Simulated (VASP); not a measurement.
Energy against volume of InAs (zinc blende). These are RPBE GGA, VASP's PBE PAW potentials (set 64) (plane waves; VASP 6.6.1) values and carry that method's errors. Settings: 520 eV cut-off, 10×10×10 Γ-centred mesh, first-order Methfessel-Paxton smearing of 0.10 eV, potentials In_d As.

```tsv
V (Å³/atom)	E (eV/atom)
28.784	-3.51023
29.703	-3.52326
30.622	-3.52733
31.540	-3.52388
```

Q: Fit these four points and predict the energy of the run at 32.459 Å³/atom.

A: A cubic in V^(−2/3), the third-order Birch-Murnaghan form, passes through the four points with V0 = 30.63 Å³/atom and B0 = 44 GPa, and gives -3.5141 eV/atom there. The run gave -3.5141 eV/atom, -0.0 meV/atom from the fit; all five points give B0 = 44 GPa.

The compound is InAs in the zinc blende structure. It was relaxed first, which changed the volume by +10 %.
